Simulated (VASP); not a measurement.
# Be3CdSe4 (I-42m) in VASP: further runs

Aim: see how the results for Be3CdSe4 move with the level of theory and the settings. Levels: PBE, r2SCAN. Tasks: relaxation of cell and atoms, single point.

Program: VASP 6.6.1. These are calculated values, not measurements. Logs are shortened: lines on timing, memory, paths and dates and some standing lists are left out, and cuts for length are marked.

**1. The crystal as given**

It takes space group I-42m (No. 121, tetragonal). The conventional cell has a = 5.444 Å, b = 5.444 Å, c = 10.804 Å, α = 90.00°, β = 90.00°, γ = 90.00°. Be (site symmetry -4) is surrounded by 4 Se at 2.29 Å. Around Be (site symmetry -42m) lie 4 Se at 2.26 Å. Cd (site symmetry -42m) is surrounded by 4 Se at 2.61 Å. Se (site symmetry m) is surrounded by 3 Be at 2.26 to 2.29 Å.

The cell was built by a generator and needn't be a form met in nature.

**2. Relaxation of cell and atoms, PBE**

Input file INCAR:

```
PREC     = Accurate       # precision mode
ENCUT    = 520            # plane-wave cutoff, eV
EDIFF    = 1E-6           # SCF threshold, eV
ISMEAR   = 0              # smearing method
SIGMA    = 0.03           # smearing width, eV
LREAL    = False          # projectors in reciprocal space
LASPH    = True           # aspherical terms in the spheres
NELM     = 120            # most SCF steps
ALGO     = Normal         # electronic algorithm
ISIF     = 3              # what is computed and relaxed
LWAVE    = False          # write WAVECAR
LCHARG   = False          # write CHGCAR
GGA      = PE             # functional
IBRION   = 2              # ionic algorithm
NSW      = 90             # ionic steps
EDIFFG   = -0.01          # ionic threshold
KPAR     = 4
```

Input file KPOINTS:

```
regular mesh
0
Gamma
  6 6 6
```

Input file POSCAR:

```
Be3CdSe4
1.0
   -2.7220000000      2.7220000000      5.4020000000
    2.7220000000     -2.7220000000      5.4020000000
    2.7220000000      2.7220000000     -5.4020000000
Be Cd Se
3 1 4
Direct
    0.7500000000      0.2500000000      0.5000000000
    0.2500000000      0.7500000000      0.5000000000
    0.0000000000      0.0000000000      0.0000000000
    0.5000000000      0.5000000000      0.0000000000
    0.0838969300      0.0838969300      0.4423218200
    0.9161030700      0.3584248900      0.0000000000
    0.6415751100      0.6415751100      0.5576781800
    0.3584248900      0.9161030700      0.0000000000
```

Potentials or basis: VASP PAW PBE potentials, release 64 (Be, Cd, Se).

Started as:

```
cat potpaw_PBE.64/Be/POTCAR potpaw_PBE.64/Cd/POTCAR potpaw_PBE.64/Se/POTCAR > POTCAR
mpirun -np 4 vasp_std > vasp.out
```

OUTCAR:

```text
PREC = Accurate
   ENCUT = 520
   EDIFF = 1E-6
   ISMEAR = 0
   LREAL = False
   LASPH = True
   NELM = 120
   ISIF = 3
   GGA = PE
   IBRION = 2
   NSW = 90
   EDIFFG = -0.01

 ion  position               nearest neighbor table
   1  0.750  0.250  0.500-   7 2.29   6 2.29   8 2.29   5 2.29
   2  0.250  0.750  0.500-   7 2.29   8 2.29   6 2.29   5 2.29
   3  0.000  0.000  0.000-   5 2.26   6 2.26   8 2.26   7 2.26
   4  0.500  0.500  0.000-   6 2.61   8 2.61   5 2.61   7 2.61
   5  0.084  0.084  0.442-   3 2.26   2 2.29   1 2.29   4 2.61
   6  0.916  0.358  0.000-   3 2.26   2 2.29   1 2.29   4 2.61
   7  0.642  0.642  0.558-   3 2.26   2 2.29   1 2.29   4 2.61
   8  0.358  0.916  0.000-   3 2.26   1 2.29   2 2.29   4 2.61

  LATTYP: Found a body centered tetragonal cell.
 ALAT       =     5.4440000000
 C/A-ratio  =     1.9845701690

  Lattice vectors:

 A1 = (  -2.7220000000,   2.7220000000,   5.4020000000)
 A2 = (   2.7220000000,  -2.7220000000,   5.4020000000)
 A3 = (   2.7220000000,   2.7220000000,  -5.4020000000)

Analysis of symmetry for initial positions (statically):
=====================================================================
 Subroutine PRICEL returns:
 Original cell was already a primitive cell.

 Routine SETGRP: Setting up the symmetry group for a
 body centered tetragonal supercell.

 Subroutine GETGRP returns: Found  8 space group operations
 (whereof  8 operations were pure point group operations)
 out of a pool of 16 trial point group operations.

The static configuration has the point symmetry D_2d.

Analysis of symmetry for dynamics (positions and initial velocities):
=====================================================================
 Subroutine PRICEL returns:
 Original cell was already a primitive cell.

 Routine SETGRP: Setting up the symmetry group for a
 body centered tetragonal supercell.

 Subroutine GETGRP returns: Found  8 space group operations
 (whereof  8 operations were pure point group operations)
 out of a pool of 16 trial point group operations.

The dynamic configuration has the point symmetry D_2d.

 Subroutine INISYM returns: Found  8 space group operations
 (whereof  8 operations are pure point group operations),
 and found     1 'primitive' translations

----------------------------------------------------------------------------------------

                                     Primitive cell

  volume of cell :     160.0998

  direct lattice vectors                    reciprocal lattice vectors
    -2.722000000  2.722000000  5.402000000     0.000000000  0.183688464  0.092558312
     2.722000000 -2.722000000  5.402000000     0.183688464  0.000000000  0.092558312
     2.722000000  2.722000000 -5.402000000     0.183688464  0.183688464  0.000000000

  length of vectors
     6.633262546  6.633262546  6.633262546     0.205690284  0.205690284  0.259774718

  position of ions in fractional coordinates (direct lattice)
     0.750000000  0.250000000  0.500000000
     0.250000000  0.750000000  0.500000000
     0.000000000  0.000000000  0.000000000
     0.500000000  0.500000000  0.000000000
     0.083896930  0.083896930  0.442321820
     0.916103070  0.358424890  0.000000000
     0.641575110  0.641575110  0.557678180
     0.358424890  0.916103070  0.000000000

  ion indices of the primitive-cell ions
   primitive index   ion index
                 1           1
                 2           2
                 3           3
                 4           4
                 5           5
                 6           6
                 7           7
                 8           8

----------------------------------------------------------------------------------------

 KPOINTS: regular mesh

Automatic generation of k-mesh.
 Grid dimensions read from file:
 generate k-points for:    6    6    6

 Generating k-lattice:

  Cartesian coordinates                     Fractional coordinates (reciprocal lattice)
     0.000000000  0.030614744  0.015426385     0.166666667  0.000000000  0.000000000
     0.030614744  0.000000000  0.015426385     0.000000000  0.166666667  0.000000000
     0.030614744  0.030614744  0.000000000     0.000000000  0.000000000  0.166666667

  Length of vectors
     0.034281714  0.034281714  0.043295786

  Shift w.r.t. Gamma in fractional coordinates (k-lattice)
     0.000000000  0.000000000  0.000000000

 Subroutine IBZKPT returns following result:
 ===========================================

 Found     30 irreducible k-points:

 Following reciprocal coordinates:
            Coordinates               Weight
  0.000000  0.000000  0.000000      1.000000
  0.166667 -0.000000  0.000000      8.000000
  0.333333 -0.000000  0.000000      8.000000
  0.500000  0.000000  0.000000      4.000000
  0.166667  0.166667  0.000000      8.000000
  0.333333  0.166667  0.000000     16.000000
[... 16 lines left out ...]
 -0.333333 -0.333333  0.166667      8.000000
 -0.166667 -0.333333  0.166667      8.000000
 [... further k-points ...]
   k-points           NKPTS =     30   k-points in BZ     NKDIM =     30   number of bands    NBANDS=     26
   number of dos      NEDOS =    301   number of ions     NIONS =      8
   total plane-waves  NPLWV = 125000
   dimension x,y,z NGX =    50 NGY =   50 NGZ =   50
   dimension x,y,z NGXF=   100 NGYF=  100 NGZF=  100
   ions per type =               3   1   4
   NGX,Y,Z   is equivalent  to a cutoff of  12.53, 12.53, 12.53 a.u.
   NGXF,Y,Z  is equivalent  to a cutoff of  25.06, 25.06, 25.06 a.u.
 SYSTEM =  unknown system
   PREC   = accura    normal or accurate (medium, high low for compatibility)
   ISTART =      0    job   : 0-new  1-cont  2-samecut
   ICHARG =      2    charge: 1-file 2-atom 10-const
   ISPIN  =      1    spin polarized calculation?
   LNONCOLLINEAR =      F non collinear calculations
   LSORBIT =      F    spin-orbit coupling
   LASPH  =      T    aspherical Exc in radial PAW
   ENCUT  =  520.0 eV  38.22 Ry    6.18 a.u.  12.33 12.33 12.33*2*pi/ulx,y,z
   NELM   =    120;   NELMIN=  2; NELMDL= -5     # of ELM steps
   EDIFF  = 0.1E-05   stopping-criterion for ELM
   LREAL  =      F    real-space projection
   EDIFFG = -.1E-01   stopping-criterion for IOM
   NSW    =     90    number of steps for IOM
   IBRION =      2    ionic relax: 0-MD 1-quasi-New 2-CG
   NFREE  =      1    steps in history (QN), initial steepest desc. (CG)
   ISIF   =      3    stress and relaxation
   ISYM   =      2    0-nonsym 1-usesym 2-fastsym
   POTIM  = 0.5000    time-step for ionic-motion
   TEBEG  =    0.0;   TEEND  =   0.0 temperature during run
   PSTRESS=    0.0 pullay stress
   NELECT =      42.0000    total number of electrons
   NUPDOWN=      -1.0000    fix difference up-down
   EMIN   =  10.00;   EMAX   =-10.00  energy-range for DOS
   EFERMI =   0.00;   METHOD = LEGACY
   ISMEAR =     0;   SIGMA  =   0.03  broadening in eV -4-tet -1-fermi 0-gaus
   EFERMI_NEDOS =   21; number of points for ismear=-14 and -15
   IALGO  =     38    algorithm
   IMIX   =      4    mixing-type and parameters
     AMIX     =   0.40;   BMIX     =  1.00
     AMIX_MAG =   1.60;   BMIX_MAG =  1.00
  volume/ion in A,a.u.               =      20.01       135.05
  Fermi-wavevector in a.u.,A,eV,Ry     =   1.047999  1.980432 14.943313  1.098303
  Thomas-Fermi vector in A             =   2.182903
   LORBIT       =      0    0 simple, 1 ext, 2 COOP (PROOUT), +10 PAW based schemes
   GGA     = PE    functional components
   LHFCALC =     F    Hartree Fock is set to
   AEXX    =    0.0000 exact exchange contribution
   IVDW    =     0    specifies the selected vdW correction
   LEPSILON=     F    determine dielectric tensor
   LRPA    =     F    only Hartree local field effects (RPA)
 conjugate gradient relaxation of ions
 non-spin polarized calculation
 Gauss-broadening in eV      SIGMA  =   0.03
  energy-cutoff  :      520.00
  volume of cell :      160.10
 maximum number of plane-waves:      4352
 NGX is ok and might be reduce to    50
   NGX = 25   NGY = 25   NGZ = 25

--------------------------------------- Ionic step        1  -------------------------------------------

 number of electron      41.9999999 magnetization

 Free energy of the ion-electron system (eV)
  ---------------------------------------------------
  ext. energy  EPLUGINS =         0.00000000
  ---------------------------------------------------
  free energy    TOTEN  =       -31.60926756 eV

  energy without entropy =      -31.60926756  energy(sigma->0) =      -31.60926756

------------------------ aborting loop because EDIFF is reached ----------------------------------------

  FORCE on cell =-STRESS in cart. coord.  units (eV):
  Direction    XX          YY          ZZ          XY          YZ          ZX
  --------------------------------------------------------------------------------------
  -------------------------------------------------------------------------------------
  Total        0.2317526      0.2317526     -0.2162256      0.0000000      0.0000000      0.0000000
  in kB        2.3192330      2.3192330     -2.1638489      0.0000000      0.0000000      0.0000000
  external PRESSURE =       0.8248724 kB  Pullay stress =       0.0000000 kB
[... 195 lines left out ...]
  energy  without entropy=      -31.6108105504  energy(sigma->0) =      -31.61081055

--------------------------------------- Ionic step        6  -------------------------------------------

 number of electron      41.9999999 magnetization

 Free energy of the ion-electron system (eV)
  ---------------------------------------------------
  ext. energy  EPLUGINS =         0.00000000
  ---------------------------------------------------
  free energy    TOTEN  =       -31.61084998 eV

  energy without entropy =      -31.61084998  energy(sigma->0) =      -31.61084998

 E-fermi :   2.6498     XC(G=0):  -9.2449

 val. band max:        2.4724374659   @ k =   0.0000   0.0000   0.0000
 cond. band min:       5.0642650062   @ k =   0.0000   0.0000   0.0000
 fundamental gap:      2.5918275402
 Fermi energy:         2.6498485897

 k-point     1 :       0.0000    0.0000    0.0000
  band No.  band energies     occupation
      1     -10.8959      2.00000
      2      -9.5498      2.00000
      3      -9.5087      2.00000
      4      -9.5087      2.00000
      5      -5.1720      2.00000
      6      -5.1548      2.00000
[... 685 lines left out ...]
     25       6.5079      0.00000
     26       6.8397      0.00000

 [... further k-points ...]
[... 5 lines left out ...]
  --------------------------------------------------------------------------------------
  -------------------------------------------------------------------------------------
  Total        0.0033525      0.0033525     -0.0049413      0.0000000     -0.0000000      0.0000000
  in kB        0.0335171      0.0335171     -0.0494007      0.0000000     -0.0000000      0.0000000
  external PRESSURE =       0.0058778 kB  Pullay stress =       0.0000000 kB
[... 23 lines left out ...]
  FREE ENERGIE OF THE ION-ELECTRON SYSTEM (eV)
  ---------------------------------------------------
  free  energy   TOTEN  =       -31.6108499774 eV

  energy  without entropy=      -31.6108499774  energy(sigma->0) =      -31.61084998

 reached required accuracy - stopping structural energy minimisation
```

Wall time 2.4 min (4 MPI ranks of Intel Xeon Platinum 8559C (Emerald Rapids), shared host); peak memory 0.44 GiB.

What came out:

```
Free energy                            : -31.6108 eV
Relaxed volume                         : 20.03 Å³/atom
Relaxed cell                           : a = 6.617 Å, b = 6.617 Å, c = 6.617 Å, α = 131.25°, β = 131.25°, γ = 71.41°
Space group after relaxing (to 0.05 Å) : I-42m (No. 121)
Energy gained by relaxing              : 0.2 meV/atom
Ionic steps                            : 6
Pressure after relaxing                : 0.0 GPa
Largest force after relaxing           : 0.005 eV/Å
Band gap on the k mesh                 : 2.59 eV, direct
```

Forces on the atoms (eV/Å):
```
Be   0.000  0.000  0.000
Be   0.000  0.000  0.000
Be   0.000  0.000  0.000
Cd   0.000  0.000  0.000
Se   0.001  0.001 -0.005
Se   0.001 -0.001  0.005
Se  -0.001 -0.001 -0.005
Se  -0.001  0.001  0.005
```

The path:
| step | energy change (eV) | largest force (eV/Å) | pressure (GPa) | volume (Å³) |
| --- | --- | --- | --- | --- |
| 1 | 0.0000 | 0.0372 | 0.08 | 160.10 |
| 2 | -0.0009 | 0.0173 | -0.02 | 160.34 |
| 3 | -0.0013 | 0.0089 | -0.15 | 160.65 |
| 4 | -0.0015 | 0.0166 | 0.01 | 160.23 |
| 5 | -0.0015 | 0.0157 | -0.01 | 160.28 |
| 6 | -0.0016 | 0.0052 | 0.00 | 160.26 |

Final structure:
```
Be Cd Se
1.0
    -2.73070    2.73070    5.37288
     2.73070   -2.73070    5.37288
     2.73070    2.73070   -5.37288
Be Cd Se
3 1 4
Direct
  0.75000 0.25000 0.50000
  0.25000 0.75000 0.50000
  0.00000 0.00000 0.00000
  0.50000 0.50000 0.00000
  0.08387 0.08387 0.44172
  0.91613 0.35785 0.00000
  0.64215 0.64215 0.55828
  0.35785 0.91613 0.00000
```

A k mesh can miss the band edges.

**3. Relaxation of cell and atoms, PBE**

INCAR: that of step 2 with these lines changed.

```diff
@@ -2,3 +2,3 @@
 ENCUT    = 520            # plane-wave cutoff, eV
-EDIFF    = 1E-6           # SCF threshold, eV
+EDIFF    = 1E-7           # SCF threshold, eV
 ISMEAR   = 0              # smearing method
@@ -14,4 +14,5 @@
 IBRION   = 2              # ionic algorithm
-NSW      = 90             # ionic steps
-EDIFFG   = -0.01          # ionic threshold
+NSW      = 60             # ionic steps
+EDIFFG   = -0.005         # ionic threshold
+POTIM    = 0.3            # step
 KPAR     = 4
```

KPOINTS is that of step 2.

Input file POSCAR:

```
Be3CdSe4                                
1.0
   -2.7307027946      2.7307027946      5.3728804711
    2.7307027946     -2.7307027946      5.3728804711
    2.7307027946      2.7307027946     -5.3728804711
  Be              Cd              Se            
     3     1     4
Direct
     0.7500000000000000    0.2500000000000000    0.5000000000000000
     0.2500000000000000    0.7500000000000000    0.5000000000000000
     0.0000000000000000    0.0000000000000000    0.0000000000000000
     0.5000000000000000    0.5000000000000000    0.0000000000000000
     0.0838709198251409    0.0838709198251409    0.4417171422279955
     0.9161290801748592    0.3578462224028617    0.0000000000000000
     0.6421537775971382    0.6421537775971382    0.5582828577720044
     0.3578462224028617    0.9161290801748592    0.0000000000000000
```

Potentials or basis: VASP PAW PBE potentials, release 64 (Be, Cd, Se).

Started as:

```
cat potpaw_PBE.64/Be/POTCAR potpaw_PBE.64/Cd/POTCAR potpaw_PBE.64/Se/POTCAR > POTCAR
mpirun -np 4 vasp_std > vasp.out
```

Run time: 65 s. Hardware: 4 MPI ranks of Intel Xeon Platinum 8559C (Emerald Rapids), shared host; peak memory 0.43 GiB.

It converged, with:

- Free energy: -31.6109 eV
- Energy gained by relaxing: 0.0 meV/atom
- Ionic steps: 2
- Pressure after relaxing: 0.0 GPa
- Largest force after relaxing: 0.003 eV/Å
- Band gap on the k mesh: 2.59 eV, direct

Forces in eV/Å, atoms in the order of the input:
```
Be   0.000  0.000  0.000
Be   0.000  0.000  0.000
Be   0.000  0.000  0.000
Cd   0.000  0.000  0.000
Se   0.000  0.000 -0.003
Se   0.000  0.000  0.003
Se   0.000  0.000 -0.003
Se   0.000  0.000  0.003
```

Final structure:
```
Be Cd Se
1.0
    -2.73077    2.73077    5.37290
     2.73077   -2.73077    5.37290
     2.73077    2.73077   -5.37290
Be Cd Se
3 1 4
Direct
  0.75000 0.25000 0.50000
  0.25000 0.75000 0.50000
  0.00000 0.00000 0.00000
  0.50000 0.50000 0.00000
  0.08386 0.08386 0.44172
  0.91614 0.35786 0.00000
  0.64214 0.64214 0.55828
  0.35786 0.91614 0.00000
```

Levels at points of the mesh, in eV from the valence-band top:
```
           k point  band 17  band 18  band 19  band 20  band 21  band 22  band 23  band 24  band 25  band 26
(0.00, 0.00, 0.00)    -2.25    -2.25    -0.32     0.00     0.00     2.59     2.76     3.62     5.01     5.01
(0.50, 0.00, 0.00)    -2.32    -2.05    -1.21    -0.93    -0.88     4.15     4.58     4.84     4.88     5.31
(0.50, 0.50, 0.00)    -1.42    -1.13    -1.01    -0.52    -0.48     3.12     3.48     4.24     5.17     5.51
(0.50, 0.50, 0.50)    -2.08    -2.08    -1.79    -0.79    -0.79     2.90     2.90     3.08     3.56     4.39
```

**4. Single point, r2SCAN**

Input file INCAR:

```
PREC = Accurate ; ENCUT = 520
EDIFF = 1E-6 ; ISMEAR = 0
SIGMA = 0.03 ; LREAL = False
LASPH = True ; NELM = 150
ALGO = Normal ; ISIF = 2
LWAVE = False ; LCHARG = False
METAGGA = R2SCAN ; LMIXTAU = True
NBANDS = 31 ; KPAR = 4
```

Input file KPOINTS:

```
Automatic mesh
0
Gamma
  6 6 6
```

Input file POSCAR:

```
Be3CdSe4                                
1.0
   -2.7307738369      2.7307738369      5.3728975075
    2.7307738369     -2.7307738369      5.3728975075
    2.7307738369      2.7307738369     -5.3728975075
  Be              Cd              Se            
     3     1     4
Direct
     0.7500000000000000    0.2500000000000000    0.5000000000000000
     0.2500000000000000    0.7500000000000000    0.5000000000000000
     0.0000000000000000    0.0000000000000000    1.0000000000000000
     0.5000000000000000    0.5000000000000000    1.0000000000000000
     0.0838599248530271    0.0838599248530271    0.4417224876053434
     0.9161400751469729    0.3578625627523235    0.0000000000000000
     0.6421374372476765    0.6421374372476765    0.5582775123946565
     0.3578625627523235    0.9161400751469729    0.0000000000000000
```

Started as:

```
cat potpaw_PBE.64/Be/POTCAR potpaw_PBE.64/Cd/POTCAR potpaw_PBE.64/Se/POTCAR > POTCAR
mpirun -np 4 vasp_std > vasp.out
```

It took 3.4 min on 4 MPI ranks of Intel Xeon Platinum 8559C (Emerald Rapids), shared host; peak memory 0.48 GiB.

It converged, with:

* Free energy: -97.0516 eV
* Pressure: -1.0 GPa
* Largest force: 0.107 eV/Å
* Band gap on the k mesh: 3.16 eV, direct

Forces on the atoms (eV/Å):
```
Be   0.000  0.000  0.000
Be   0.000  0.000  0.000
Be   0.000  0.000  0.000
Cd   0.000  0.000  0.000
Se   0.064  0.064  0.057
Se   0.064 -0.064 -0.057
Se  -0.064 -0.064  0.057
Se  -0.064  0.064 -0.057
```

Levels at points of the mesh, in eV from the valence-band top:
```csv
k point,band 17,band 18,band 19,band 20,band 21,band 22,band 23,band 24,band 25,band 26
"(0.00, 0.00, 0.00)",-2.30,-2.30,-0.32,0.00,0.00,3.16,3.20,4.09,5.60,5.60
"(0.50, 0.00, 0.00)",-2.36,-2.07,-1.22,-0.94,-0.89,4.67,5.11,5.38,5.40,5.80
"(0.50, 0.50, 0.00)",-1.46,-1.15,-1.03,-0.52,-0.48,3.64,4.03,4.80,5.70,6.10
"(0.50, 0.50, 0.50)",-2.13,-2.13,-1.81,-0.80,-0.80,3.35,3.35,3.54,4.09,4.88
```

Caveat: the PAW data sets were made with another functional, which shifts forces and pressure a little. r2SCAN opens gaps a little over a GGA but as a rule still falls short of measured ones.
